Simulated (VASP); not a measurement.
A VASP calculation is set up with these files.

### INCAR
```
ALGO = Normal
SYSTEM = IrO2
SIGMA = 0.1   # width (eV)
IBRION = 2   # conjugate gradients
EDIFF = 1E-6
LMAXMIX = 6
PSTRESS = 200
PREC = Accurate
NELM = 100
LASPH = .TRUE.
LCHARG = .FALSE.
ISMEAR = 1   # Methfessel-Paxton
ENCUT = 620   # plane-wave cut-off (eV)
NSW = 40   # most ionic steps
LREAL = .FALSE.   # projection in real space or not
ISIF = 3   # ions, shape and volume
EDIFFG = -0.02   # ionic stop
LWAVE = .FALSE.
```

File POSCAR:
```
IrO2
1
    4.3461640847     0.0000000000     0.0000000000
    0.0000000000     4.3461640847     0.0000000000
    0.0000000000     0.0000000000     3.1191739864
Ir O
2 4
Direct
  0.0000000000   0.0000000000   1.0000000000
  0.5000000000   0.5000000000   0.5000000000
  0.3099015715   0.3099015715   1.0000000000
  0.8099015715   0.1900984285   0.5000000000
  0.1900984285   0.8099015715   0.5000000000
  0.6900984285   0.6900984285   0.0000000000
```

KPOINTS:
```
Automatic mesh
0
gamma
7 7 10
```

POTCAR, in this order: Ir O (LDA.64 set). Program: vasp_std.

Question: Write an equivalent input for Ansatz.

Answer: One equivalent input (not run):
Ansatz 0.2 input:
```yaml
crystal:
  lattice:
    - [4.3461641, 0.0000000, 0.0000000]
    - [0.0000000, 4.3461641, 0.0000000]
    - [0.0000000, 0.0000000, 3.1191740]
  atoms:
    - { symbol: Ir, position: [0.0000000, 0.0000000, 1.0000000] }
    - { symbol: Ir, position: [0.5000000, 0.5000000, 0.5000000] }
    - { symbol: O, position: [0.3099016, 0.3099016, 1.0000000] }
    - { symbol: O, position: [0.8099016, 0.1900984, 0.5000000] }
    - { symbol: O, position: [0.1900984, 0.8099016, 0.5000000] }
    - { symbol: O, position: [0.6900984, 0.6900984, 0.0000000] }
kpoints:
  mp_grid: { grid: [7, 7, 10] }
hamiltonian:
  xc: lda
  pseudopotentials: { kind: paw }
scf:
  occupations: { method: methfessel_paxton, width: 0.1 }
  max_iter: 100
relax:
  max_steps: 40
  f_tol: 0.02
  cell: { p_target: 20 }
output: { forces: true, stress: true, eigenvalues: true }
```
The two are equivalent in intent, not identical: each code has its own PAW files, so the cut-off isn't converted (ENCUT is set for VASP's; basis.ecutwfc is left out, and Ansatz then takes the one that its files recommend); Ansatz stops its SCF on the density residual and VASP on the energy change (EDIFF); Ansatz's lda is the Perdew-Wang form, while the LDA potentials of VASP carry Perdew-Zunger's.

The compound is IrO2 in the rutile structure. It was relaxed first under an external pressure of 20 GPa.
